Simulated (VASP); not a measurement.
Here is the system:

```xyz
1
Lattice="-1.5750 1.5750 1.5750 1.5750 -1.5750 1.5750 1.5750 1.5750 -1.5750" Properties=species:S:1:pos:R:3 pbc="T T T"
Mo     0.0000     0.0000     0.0000
```

Calculation: PW91 GGA, VASP's PBE PAW potentials (set 64) (plane waves; VASP). Run with 520 eV cut-off, 15×15×15 Γ-centred mesh, first-order Methfessel-Paxton smearing of 0.10 eV, potentials Mo_sv.

**Question.** The ions, cell shape and volume are relaxed. What does this cell relax into?

**Answer.** 
```xyz
1
Lattice="-1.5839 1.5839 1.5839 1.5839 -1.5839 1.5839 1.5839 1.5839 -1.5839" Properties=species:S:1:pos:R:3 pbc="T T T"
Mo     0.0000     0.0000     0.0000
```
Space group Im-3m (229), at a tolerance of 0.03 Å.

**Question.** How do energy and volume change from the first to the last step?

**Answer.** The energy (σ→0) changes by -3.6 meV/atom and the volume by +1.7 %, in 3 ionic steps.

The compound is Mo in the bcc structure. This run relaxes it. Symmetry was kept, so distortions that lower it aren't found.
